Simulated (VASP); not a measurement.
Energy against volume of PbS (rock salt). These are PBEsol GGA, VASP's PBE PAW potentials (set 64) (plane waves; VASP) values and carry that method's errors. Run with 520 eV cut-off, 8×8×8 Γ-centred mesh, Gaussian smearing of 0.050 eV, potentials Pb_d S.

```csv
V (Å³/atom),E (eV/atom)
24.121,-4.70831
24.891,-4.72338
25.661,-4.72870
26.431,-4.72526
```

Fit these four points and predict the energy of the run at 27.201 Å³/atom.

A cubic in V^(−2/3), the third-order Birch-Murnaghan form, passes through the four points with V0 = 25.73 Å³/atom and B0 = 60 GPa, and gives -4.7140 eV/atom there. The run gave -4.7143 eV/atom, -0.4 meV/atom from the fit; all five points give B0 = 59 GPa.

The compound is PbS in the rock salt structure. It was relaxed first.
